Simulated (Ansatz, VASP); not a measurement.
## One calculation of CaTi2P2, two programs

```
CELL_PARAMETERS angstrom
2.00691 3.47607 0.00000
-2.00691 3.47607 0.00000
0.00000 0.00000 7.08482
ATOMIC_POSITIONS crystal
Ti 0.33333 0.33333 0.62112
Ti 0.66667 0.66667 0.37888
Ca 0.00000 0.00000 0.00000
P 0.33333 0.33333 0.26097
P 0.66667 0.66667 0.73903
```

Alike in both runs: functional r2SCAN; k mesh 6 × 6 × 4; occupations methfessel-paxton of order 1, width 0.1649 eV; no spin polarisation.

Ansatz relaxed the structure, and its values are those at the end. VASP's run is a single point on that final structure, the one shown.

```csv
,VASP,Ansatz
version,VASP 6.6.1,Ansatz 0.2.0
potentials or method,"VASP PAW PBE potentials, release 64 (Ti_sv, Ca_sv, P)",PAW plane waves
plane-wave cutoff (eV),520,500
valence electrons in the cell,44,44
```

|  | VASP | Ansatz | Ansatz less VASP |
| --- | --- | --- | --- |
| pressure (GPa) | 0.2 | 0.0 | -0.24 |
| rms of the force components (eV/Å) | 0.004 | 0.002 | -0.0020 |

Ansatz warned: «structure_snapped_to_symmetry».

Caveats: the PAW data sets were made with another functional, which shifts forces and pressure a little (VASP).
